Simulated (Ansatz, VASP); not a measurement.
# Ge2Sb2Te5: VASP beside Ansatz

One calculation is typed for both programs; each brings its own data sets. How far apart do they land? The cell is taken from a series of runs on this material, whose earlier steps may have relaxed, scaled, displaced or heated it; both programs get it as it stands.

Calculated with Ansatz 0.2.0; plane waves, with VASP 6.6.1 beside it; single point at HSE06.

## (1) The structure

It takes space group P-3m1 (No. 164, trigonal). The conventional cell has a = 4.358 Å, b = 4.358 Å, c = 17.101 Å, α = 90.00°, β = 90.00°, γ = 120.00°. Nearest to Ge lie 6 Te at 3.01 to 3.04 Å. Sb has 6 Te at 3.03 to 3.22 Å nearest. Nearest to Te lie 6 Ge at 3.04 Å. Te has 3 Ge at 3.01 Å and 3 Sb at 3.22 Å nearest. Nearest to Te lie 3 Sb at 3.03 Å. Farther neighbours and most contacts between anions are not listed.

Structure file:

```xyz
9
Lattice="4.3585 0.0000 0.0000 -2.1792 3.7746 0.0000 0.0000 0.0000 17.1013" Properties=species:S:1:pos:R:3 pbc="T T T"
Ge    0.0000    2.5164   15.3929
Ge    2.1792    1.2582    1.7084
Sb    0.0000    0.0000   11.7345
Sb    0.0000    0.0000    5.3668
Te    0.0000    0.0000    0.0000
Te    2.1792    1.2582   13.7401
Te    0.0000    2.5164    3.3612
Te    0.0000    2.5164   10.0549
Te    2.1792    1.2582    7.0464
```

## (2) VASP: single point, HSE06

With cell and atoms fixed, the geometry can't cause a difference; cores, projectors, grids and the points listed under the comparison can.

Lines of VASP's logs that name or quote its potential files are left out, and so is its time.

The run reads the wave functions of an earlier VASP run, which isn't shown here.

Contents of INCAR:

```
SYSTEM = Ge2Sb2Te5
PREC = Accurate
ENCUT = 410
EDIFF = 1E-06
NELM = 100
ISMEAR = 0
SIGMA = 0.01
LREAL = .FALSE.
ALGO = Normal
LHFCALC = .TRUE.
AEXX = 0.25
GGA = PE
HFSCREEN = 0.208
LASPH = .TRUE.
NBANDS = 43
PRECFOCK = Fast
LORBIT = 11
LWAVE = .FALSE.
LCHARG = .FALSE.
KPAR = 8
NCORE = 2
ISIF = 2
```

Contents of POSCAR:

```
Ge2Sb2Te5
1.0
    4.3584753912      0.0000000000      0.0000000000
   -2.1792376956      3.7745504105      0.0000000000
    0.0000000000      0.0000000000     17.1013460000
Ge Sb Te
2 2 5
Direct
    0.3333333333      0.6666666667      0.9000987127
    0.6666666667      0.3333333333      0.0999012873
    0.0000000000      0.0000000000      0.6861758793
    0.0000000000      0.0000000000      0.3138241207
    0.0000000000      0.0000000000      0.0000000000
    0.6666666667      0.3333333333      0.8034531967
    0.3333333333      0.6666666667      0.1965468033
    0.3333333333      0.6666666667      0.5879612124
    0.6666666667      0.3333333333      0.4120387876
```

Contents of KPOINTS:

```
Automatic mesh
0
Gamma
6 6 2
0 0 0
```

Potentials, in the order of the species: Ge_d, Sb and Te (PBE family, release 64).

Run with:

```sh
$ mpirun -np 16 vasp_std
```

Numbers of over 12 decimals in the logs are rounded to 6 here.

What it wrote:

```text
[banner, memory and clock lines left out]
running   16 mpi-ranks, on    1 nodes
 distrk:  each k-point on    2 cores,    8 groups
 distr:  one band on    2 cores,    1 groups

 POSCAR found type information on POSCAR GeSbTe
 POSCAR found :  3 types and       9 ions
 LDA part: xc-table for (Slater+PW92), standard interpolation
 found WAVECAR, reading the header
 POSCAR, INCAR and KPOINTS ok, starting setup
 FFT: planning ... GRIDC
 FFT: planning ... GRID_SOFT
 FFT: planning ... GRID
 reading WAVECAR
 the WAVECAR file was read successfully
 initial charge from wavefunction
 entering main loop
       N       E                     dE             d eps       ncg     rms          rms(c)
DAV:   1    -0.411910788749E+02   -0.41191E+02   -0.79246E+00  1213   0.165E+01    0.269E+01
DAV:   2    -0.412158121275E+02   -0.24733E-01   -0.20873E-01  1301   0.285E+00    0.175E+01
DAV:   3    -0.412032868887E+02    0.12525E-01   -0.24764E-02  1294   0.111E+00    0.113E+01
DAV:   4    -0.412012892556E+02    0.19976E-02   -0.71695E-03  1342   0.459E-01    0.688E+00
DAV:   5    -0.412008667291E+02    0.42253E-03   -0.14392E-03  1355   0.207E-01    0.413E+00
DAV:   6    -0.412007009861E+02    0.16574E-03   -0.25017E-04  1366   0.961E-02    0.248E+00
DAV:   7    -0.412006538700E+02    0.47116E-04   -0.70984E-05  1332   0.460E-02    0.149E+00
DAV:   8    -0.412006508568E+02    0.30131E-05   -0.28669E-05  1240   0.223E-02    0.899E-01
DAV:   9    -0.412006560799E+02   -0.52231E-05   -0.66184E-06  1206   0.116E-02    0.540E-01
DAV:  10    -0.412006608259E+02   -0.47460E-05   -0.18685E-06   940   0.672E-03    0.323E-01
DAV:  11    -0.412006643010E+02   -0.34751E-05   -0.91275E-07   665   0.461E-03    0.193E-01
DAV:  12    -0.412006666988E+02   -0.23978E-05   -0.31728E-07   662   0.362E-03    0.116E-01
DAV:  13    -0.412006681416E+02   -0.14428E-05   -0.15559E-07   650   0.258E-03    0.693E-02
DAV:  14    -0.412006690465E+02   -0.90491E-06   -0.82320E-08   650   0.199E-03
   1 F= -.41200669E+02 E0= -.41200669E+02  d E =-.198956E-15
```

Parts of OUTCAR (step 2):

```text
ion  position               nearest neighbor table
   1  0.333  0.667  0.900-   6 3.01   6 3.01   6 3.01   5 3.04   5 3.04   5 3.04
   2  0.667  0.333  0.100-   7 3.01   7 3.01   7 3.01   5 3.04   5 3.04   5 3.04
   3  0.000  0.000  0.686-   8 3.03   8 3.03   8 3.03   6 3.22   6 3.22   6 3.22
   4  0.000  0.000  0.314-   9 3.03   9 3.03   9 3.03   7 3.22   7 3.22   7 3.22
   5  0.000  0.000  0.000-   1 3.04   2 3.04   1 3.04   2 3.04   2 3.04   1 3.04
   6  0.667  0.333  0.803-   1 3.01   1 3.01   1 3.01   3 3.22   3 3.22   3 3.22
   7  0.333  0.667  0.197-   2 3.01   2 3.01   2 3.01   4 3.22   4 3.22   4 3.22
   8  0.333  0.667  0.588-   3 3.03   3 3.03   3 3.03
   9  0.667  0.333  0.412-   4 3.03   4 3.03   4 3.03

  LATTYP: Found a hexagonal cell.
 ALAT       =     4.3584753912
 C/A-ratio  =     3.9236991069

 Subroutine GETGRP returns: Found 12 space group operations
 (whereof 12 operations were pure point group operations)

The static configuration has the point symmetry D_3d.

 Found     14 irreducible k-points:

   k-points           NKPTS =     14   k-points in BZ     NKDIM =     72   number of bands    NBANDS=     43

   dimension x,y,z NGX =    30 NGY =   30 NGZ =  120
   dimension x,y,z NGXF=    60 NGYF=   60 NGZF=  240

   ENCUT  =  410.0 eV  30.13 Ry    5.49 a.u.   7.20  7.20 28.23*2*pi/ulx,y,z

   NELECT =      68.0000    total number of electrons

 k-points in reciprocal lattice and weights: Automatic mesh
   0.00000000  0.00000000  0.00000000       0.014
   0.16666667  0.00000000  0.00000000       0.083
   0.33333333 -0.00000000  0.00000000       0.083
   0.50000000 -0.00000000  0.00000000       0.042
   0.16666667  0.16666667  0.00000000       0.083
   0.33333333  0.16666667  0.00000000       0.167
   0.33333333  0.33333333  0.00000000       0.028
   0.00000000  0.00000000  0.50000000       0.014
   0.16666667  0.00000000  0.50000000       0.083
[...]
0.33333333  0.16666667  0.50000000       0.167
   0.33333333  0.33333333  0.50000000       0.028

  exchange ACFDT corr.  =         0.00000000  see jH, gK, PRB 81, 115126

 average (electrostatic) potential at core
       1 -66.9861       2 -66.9861       3 -84.1352       4 -84.1352       5 -84.7568
       6 -84.8447       7 -84.8447       8 -85.1157       9 -85.1157

 E-fermi :   5.4562

 k-point     1 :       0.0000    0.0000    0.0000
  band No.  band energies     occupation
    ...
     30       4.0526      2.00000
     31       4.0526      2.00000
     32       4.4030      2.00000
     33       4.7472      2.00000
     34       5.4046      2.00000
     35       6.0742      0.00000
     36       6.1187      0.00000
     37       6.1187      0.00000
     38       6.7012      0.00000
     39       6.7531      0.00000
    ...

 k-point     2 :       0.1667    0.0000    0.0000
  band No.  band energies     occupation
    ...
     30       3.9512      2.00000
     31       4.2884      2.00000
     32       4.3153      2.00000
     33       4.8649      2.00000
     34       5.2747      2.00000
     35       6.3897      0.00000
     36       6.5078      0.00000
     37       7.0601      0.00000
     38       7.0892      0.00000
     39       7.1617      0.00000
    ...

 k-point     3 :       0.3333   -0.0000    0.0000
  band No.  band energies     occupation
    ...
     30       3.4404      2.00000
     31       3.6914      2.00000
     32       4.1055      2.00000
     33       4.3918      2.00000
     34       4.8931      2.00000
     35       6.7641      0.00000
     36       6.8071      0.00000
     37       7.2658      0.00000
     38       7.5391      0.00000
     39       7.6928      0.00000
    ...

  Total       -5.2637491     -5.2637491     -2.5943102     -0.0000000     -0.0000000      0.0000000
  in kB      -29.9761354    -29.9761354    -14.7741450     -0.0000000     -0.0000000      0.0000000
  external PRESSURE =     -24.9088053 kB  Pullay stress =       0.0000000 kB

  energy-cutoff  :      410.00
  volume of cell :      281.34
      direct lattice vectors                 reciprocal lattice vectors
     4.358475391  0.000000000  0.000000000     0.229438028  0.132466107  0.000000000
    -2.179237696  3.774550410  0.000000000     0.000000000  0.264932215  0.000000000
     0.000000000  0.000000000 17.101346000     0.000000000  0.000000000  0.058474929

 POSITION                                       TOTAL-FORCE (eV/Angst)
 -----------------------------------------------------------------------------------
     -0.00000      2.51637     15.39290        -0.000000      0.000000     -0.012999
      2.17924      1.25818      1.70845         0.000000     -0.000000      0.012999
      0.00000      0.00000     11.73453         0.000000      0.000000     -0.158194
      0.00000      0.00000      5.36681         0.000000      0.000000      0.158194
      0.00000      0.00000      0.00000         0.000000      0.000000      0.000000
      2.17924      1.25818     13.74013         0.000000      0.000000     -0.068939
     -0.00000      2.51637      3.36121         0.000000     -0.000000      0.068939
     -0.00000      2.51637     10.05493         0.000000      0.000000      0.369014
      2.17924      1.25818      7.04642         0.000000      0.000000     -0.369014
 -----------------------------------------------------------------------------------
    total drift:                               -0.000000      0.000000      0.000001

  FREE ENERGIE OF THE ION-ELECTRON SYSTEM (eV)
  ---------------------------------------------------
  free  energy   TOTEN  =       -41.2006690465 eV

  energy  without entropy=      -41.2006690465  energy(sigma->0) =      -41.20066905

 total charge
# of ion       s       p       d       tot
------------------------------------------
    1        1.353   0.693  10.010  12.055
    2        1.353   0.693  10.010  12.055
    3        1.333   1.033   0.051   2.416
    4        1.333   1.033   0.051   2.416
    5        1.339   2.081   0.028   3.449
    6        1.345   2.075   0.028   3.448
    7        1.345   2.075   0.028   3.448
    8        1.365   2.017   0.025   3.406
    9        1.365   2.017   0.025   3.406
--------------------------------------------------
tot         12.128  13.717  20.257  46.101

[... 3 further parts left out ...]
```

The run ends at a pressure of -2.49 GPa, with forces up to 0.37 eV/Å.

[end of part 1 of 2]

[Lines on the potential files, build, host, timing and source positions are cut from VASP's logs without a mark.]

[Logs are printed without paths, hosts, clocks, repeated set-up lines and the standing remarks that a program may print on its own settings, such as how far it seeks lower states.]

[Hosts, paths, dates, database ids (printed as entryN), source tags and the programs' standing remarks are cut or masked in the printed files.]
